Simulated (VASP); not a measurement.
These are PBE GGA, VASP's PBE PAW potentials (set 64) (plane waves; VASP) values and carry that method's errors.

A VASP calculation is set up with these files.

### POSCAR
```
Y3As
1
    0.0000000000     4.1296780000     4.1296780000
    4.1296780000     0.0000000000     4.1296780000
    4.1296780000     4.1296780000     0.0000000000
As Y
1 3
Direct
  0.0000000000   0.0000000000   0.0000000000
  0.5000000000   0.5000000000   0.5000000000
  0.2500000000   0.2500000000   0.2500000000
  0.7500000000   0.7500000000   0.7500000000
```

### KPOINTS
```
Regular mesh
0
Gamma
4 4 4
0 0 0
```

INCAR:
```
ALGO = Normal
AMIX = 0.2
BMIX = 3.0
EDIFF = 1E-6
ENCUT = 400
GGA = PE
IMIX = 1
ISIF = 2
ISMEAR = 0
LASPH = .True.
LCHARG = .False.
LMAXMIX = 4
LREAL = .False.
LWAVE = .False.
NELM = 100
PREC = Accurate
SIGMA = 0.05
SYSTEM = Y3As
```

POTCAR, in this order: As Y_sv (PBE.64 set). Program: vasp_std.

What VASP printed:

### OSZICAR
```
       N       E                     dE             d eps       ncg     rms          rms(c)
DAV:   1     0.159487109832E+03    0.15949E+03   -0.16378E+04   376   0.125E+03
DAV:   2    -0.360369728430E+01   -0.16309E+03   -0.16065E+03   403   0.301E+02
DAV:   3    -0.231720392561E+02   -0.19568E+02   -0.19373E+02   656   0.552E+01
DAV:   4    -0.247020686441E+02   -0.15300E+01   -0.15103E+01   498   0.160E+01
DAV:   5    -0.247698490700E+02   -0.67780E-01   -0.67607E-01   576   0.316E+00    0.244E+01
DAV:   6    -0.244055656141E+02    0.36428E+00   -0.20283E-01   490   0.154E+00    0.198E+01
DAV:   7    -0.241581654981E+02    0.24740E+00   -0.11445E-01   530   0.126E+00    0.164E+01
DAV:   8    -0.239775414100E+02    0.18062E+00   -0.71710E-02   556   0.100E+00    0.138E+01
DAV:   9    -0.238407793541E+02    0.13676E+00   -0.53134E-02   531   0.852E-01    0.115E+01
DAV:  10    -0.237361721381E+02    0.10461E+00   -0.39360E-02   558   0.749E-01    0.965E+00
DAV:  11    -0.236557244805E+02    0.80448E-01   -0.29171E-02   518   0.648E-01    0.808E+00
DAV:  12    -0.235937246365E+02    0.62000E-01   -0.23062E-02   573   0.592E-01    0.679E+00
DAV:  13    -0.235459958952E+02    0.47729E-01   -0.17807E-02   527   0.520E-01    0.569E+00
DAV:  14    -0.235093361087E+02    0.36660E-01   -0.14665E-02   588   0.486E-01    0.478E+00
DAV:  15    -0.234812900121E+02    0.28046E-01   -0.11277E-02   560   0.429E-01    0.403E+00
DAV:  16    -0.234599034398E+02    0.21387E-01   -0.95073E-03   590   0.400E-01    0.340E+00
DAV:  17    -0.234436674994E+02    0.16236E-01   -0.74521E-03   608   0.362E-01    0.289E+00
DAV:  18    -0.234313775235E+02    0.12290E-01   -0.60505E-03   637   0.334E-01    0.244E+00
DAV:  19    -0.234220870215E+02    0.92905E-02   -0.46996E-03   593   0.307E-01    0.210E+00
DAV:  20    -0.234150872067E+02    0.69998E-02   -0.39873E-03   660   0.273E-01    0.178E+00
DAV:  21    -0.234098046401E+02    0.52826E-02   -0.29433E-03   630   0.242E-01    0.154E+00
DAV:  22    -0.234058147591E+02    0.39899E-02   -0.25130E-03   661   0.215E-01    0.132E+00
DAV:  23    -0.234027867160E+02    0.30280E-02   -0.18113E-03   653   0.190E-01    0.115E+00
DAV:  24    -0.234004738287E+02    0.23129E-02   -0.14865E-03   637   0.169E-01    0.995E-01
DAV:  25    -0.233986929747E+02    0.17809E-02   -0.11122E-03   661   0.150E-01    0.869E-01
DAV:  26    -0.233973086294E+02    0.13843E-02   -0.88374E-04   638   0.132E-01    0.759E-01
DAV:  27    -0.233962208699E+02    0.10878E-02   -0.66027E-04   660   0.118E-01    0.666E-01
DAV:  28    -0.233953569712E+02    0.86390E-03   -0.51517E-04   669   0.104E-01    0.585E-01
DAV:  29    -0.233946629508E+02    0.69402E-03   -0.37462E-04   613   0.920E-02    0.516E-01
DAV:  30    -0.233941008787E+02    0.56207E-03   -0.30504E-04   613   0.820E-02    0.455E-01
DAV:  31    -0.233936424003E+02    0.45848E-03   -0.21792E-04   621   0.715E-02    0.403E-01
DAV:  32    -0.233932658773E+02    0.37652E-03   -0.16910E-04   582   0.633E-02    0.357E-01
DAV:  33    -0.233929554756E+02    0.31040E-03   -0.12598E-04   597   0.570E-02    0.316E-01
DAV:  34    -0.233926992739E+02    0.25620E-03   -0.97241E-05   558   0.498E-02    0.280E-01
DAV:  35    -0.233924875069E+02    0.21177E-03   -0.72274E-05   574   0.446E-02    0.249E-01
DAV:  36    -0.233923126544E+02    0.17485E-03   -0.57470E-05   566   0.392E-02    0.221E-01
DAV:  37    -0.233921684207E+02    0.14423E-03   -0.42392E-05   534   0.352E-02    0.197E-01
DAV:  38    -0.233920497200E+02    0.11870E-03   -0.34107E-05   509   0.312E-02    0.175E-01
DAV:  39    -0.233919522109E+02    0.97509E-04   -0.25777E-05   517   0.277E-02    0.156E-01
DAV:  40    -0.233918722946E+02    0.79916E-04   -0.22737E-05   524   0.248E-02    0.140E-01
DAV:  41    -0.233918070276E+02    0.65267E-04   -0.16485E-05   522   0.223E-02    0.125E-01
DAV:  42    -0.233917537703E+02    0.53257E-04   -0.14253E-05   502   0.200E-02    0.112E-01
DAV:  43    -0.233917104062E+02    0.43364E-04   -0.10655E-05   458   0.179E-02    0.100E-01
DAV:  44    -0.233916751061E+02    0.35300E-04   -0.93786E-06   483   0.172E-02    0.900E-02
DAV:  45    -0.233916464095E+02    0.28697E-04   -0.71350E-06   457   0.148E-02    0.809E-02
DAV:  46    -0.233916230362E+02    0.23373E-04   -0.60556E-06   384   0.139E-02    0.729E-02
DAV:  47    -0.233916039886E+02    0.19048E-04   -0.51504E-06   428   0.125E-02    0.658E-02
DAV:  48    -0.233915884472E+02    0.15541E-04   -0.42712E-06   361   0.116E-02    0.594E-02
DAV:  49    -0.233915757500E+02    0.12697E-04   -0.35985E-06   381   0.103E-02    0.537E-02
DAV:  50    -0.233915653732E+02    0.10377E-04   -0.29652E-06   346   0.943E-03    0.487E-02
DAV:  51    -0.233915568606E+02    0.85125E-05   -0.24038E-06   374   0.845E-03    0.442E-02
DAV:  52    -0.233915498342E+02    0.70265E-05   -0.17749E-06   254   0.780E-03    0.400E-02
DAV:  53    -0.233915440212E+02    0.58130E-05   -0.22619E-06   352   0.757E-03    0.365E-02
DAV:  54    -0.233915392413E+02    0.47799E-05   -0.13952E-06   254   0.669E-03    0.331E-02
DAV:  55    -0.233915352663E+02    0.39750E-05   -0.15943E-06   307   0.624E-03    0.302E-02
DAV:  56    -0.233915319932E+02    0.32731E-05   -0.10397E-06   240   0.558E-03    0.275E-02
DAV:  57    -0.233915292715E+02    0.27217E-05   -0.11267E-06   263   0.525E-03    0.251E-02
DAV:  58    -0.233915270165E+02    0.22550E-05   -0.85051E-07   242   0.483E-03    0.229E-02
DAV:  59    -0.233915251416E+02    0.18749E-05   -0.85353E-07   219   0.452E-03    0.209E-02
DAV:  60    -0.233915236133E+02    0.15283E-05   -0.99075E-07   268   0.424E-03    0.191E-02
DAV:  61    -0.233915223525E+02    0.12608E-05   -0.68175E-07   233   0.390E-03    0.174E-02
DAV:  62    -0.233915213156E+02    0.10370E-05   -0.65864E-07   240   0.365E-03    0.159E-02
DAV:  63    -0.233915204678E+02    0.84777E-06   -0.51640E-07   219   0.331E-03
   1 F= -.23391520E+02 E0= -.23383354E+02  d E =-.163335E-01
```

OUTCAR:
```
------------------------ aborting loop because EDIFF is reached ----------------------------------------
  FORCE on cell =-STRESS in cart. coord.  units (eV):
  Direction    XX          YY          ZZ          XY          YZ          ZX
  --------------------------------------------------------------------------------------
  Total       -6.8990525     -6.8990525     -6.8990525      0.0000000      0.0000000      0.0000000
  in kB      -78.4732182    -78.4732182    -78.4732182      0.0000000      0.0000000      0.0000000
  external PRESSURE =     -78.4732182 kB  Pullay stress =       0.0000000 kB
  volume of cell :      140.86
      direct lattice vectors                 reciprocal lattice vectors
     0.000000000  4.129678000  4.129678000    -0.121074815  0.121074815  0.121074815
     4.129678000  0.000000000  4.129678000     0.121074815 -0.121074815  0.121074815
     4.129678000  4.129678000  0.000000000     0.121074815  0.121074815 -0.121074815
 POSITION                                       TOTAL-FORCE (eV/Angst)
 -----------------------------------------------------------------------------------
      0.00000      0.00000      0.00000        -0.000000     -0.000000      0.000000
      4.12968      4.12968      4.12968        -0.000000     -0.000000     -0.000000
      2.06484      2.06484      2.06484        -0.000000     -0.000000      0.000000
      6.19452      6.19452      6.19452         0.000000      0.000000     -0.000000
 -----------------------------------------------------------------------------------
    total drift:                               -0.000000     -0.000000      0.000000
  FREE ENERGIE OF THE ION-ELECTRON SYSTEM (eV)
  ---------------------------------------------------
  free  energy   TOTEN  =       -23.3915204678 eV

  energy  without entropy=      -23.3751869325  energy(sigma->0) =      -23.38335370
```
(Selected blocks of OUTCAR.)

File OUTCAR:
```
 val. band max:        2.7058639693   @ k =   0.5000   0.2500   0.0000

 cond. band min:       2.7298523019   @ k =  -0.2500   0.2500   0.0000


 Fermi energy:         2.7105274471

 k-point     1 :       0.0000    0.0000    0.0000
  band No.  band energies     occupation
      1     -40.7569      2.00000
      2     -40.7425      2.00000
      3     -40.5791      2.00000
      4     -20.7236      2.00000
      5     -20.7236      2.00000
      6     -20.7236      2.00000
      7     -20.7108      2.00000
      8     -20.7108      2.00000
      9     -20.7108      2.00000
     10     -20.4883      2.00000
     11     -20.4883      2.00000
     12     -20.4883      2.00000
     13      -7.3644      2.00000
     14      -0.1424      2.00000
     15       0.5503      2.00000
     16       0.5503      2.00000
     17       0.5503      2.00000
     18       1.9254      2.00000
     19       1.9254      2.00000
     20       2.9383      0.00000
     21       2.9383      0.00000
     22       2.9383      0.00000
     23       4.7698      0.00000

 k-point     2 :       0.2500    0.0000    0.0000
  band No.  band energies     occupation
      1     -40.7536      2.00000
      2     -40.7438      2.00000
      3     -40.5810      2.00000
      4     -20.7521      2.00000
      5     -20.7490      2.00000
      6     -20.7490      2.00000
      7     -20.6914      2.00000
      8     -20.6914      2.00000
      9     -20.6699      2.00000
     10     -20.5032      2.00000
     11     -20.4822      2.00000
     12     -20.4822      2.00000
     13      -7.2966      2.00000
     14      -0.7594      2.00000
     15       0.4975      2.00000
     16       0.4975      2.00000
     17       1.7064      2.00000
     18       2.3446      2.00000
     19       2.3446      2.00000
     20       2.5783      1.99982
     21       2.8908      0.00000
     22       2.8908      0.00000
     23       3.7345      0.00000

 k-point     3 :       0.5000    0.0000    0.0000
...
```

The structure was generated: Y3As was put into the D03 type (Fm-3m), which need not be its known phase. The cell was not relaxed at this level. The k-mesh is coarse (spacing up to 0.33 per Å, 2π included), so the numbers may not be converged in it. The run is one of a series of settings (AMIX = 0.2, BMIX = 3.0, IMIX = 1 against the base run), some of them coarse on purpose.
